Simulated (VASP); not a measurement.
Input:

```
CELL_PARAMETERS angstrom
      4.39226     0.00000     0.00000
      0.00000     4.39226     0.00000
      0.00000     0.00000     2.89348
ATOMIC_POSITIONS crystal
  Cr 0.00000 0.00000 0.00000
  Cr 0.50000 0.50000 0.50000
  O  0.30343 0.30343 0.00000
  O  0.80343 0.19657 0.50000
  O  0.19657 0.80343 0.50000
  O  0.69657 0.69657 0.00000
```
Starting moments (μB, in the order of the record's atoms Cr Cr O O O O): 2.5 2.5 0.0 0.0 0.0 0.0.

Level of theory: PBEsol GGA, VASP's PBE PAW potentials (set 64) (plane waves; VASP). Run with 520 eV cut-off, 6×6×10 Γ-centred mesh, first-order Methfessel-Paxton smearing of 0.10 eV, potentials Cr_pv O.

The moments were started parallel, and other spin orders were not tried in this run.

Task: Estimate the cell moment, energy per atom (σ→0), band gap (on the k-mesh) with the smallest direct gap where there is one.

Result: 
```
Item                                                         Value
------------------------  ----------------------------------------
band gap (on the k-mesh)  none (metal, semimetal or under 0.01 eV)
cell moment                                                4.00 μB
energy per atom (σ→0)                               -8.840 eV/atom
```

Task: Give the moment on each site (PAW-sphere projection).

Result: 
```json
[
 {"site": "Cr1", "moment (μB)": "2.07"},
 {"site": "Cr2", "moment (μB)": "2.07"},
 {"site": "O3", "moment (μB)": "-0.06"},
 {"site": "O4", "moment (μB)": "-0.06"},
 {"site": "O5", "moment (μB)": "-0.06"},
 {"site": "O6", "moment (μB)": "-0.06"}
]
```

The compound is CrO2 in the rutile structure. It was relaxed first. The start is the result of an earlier pass.
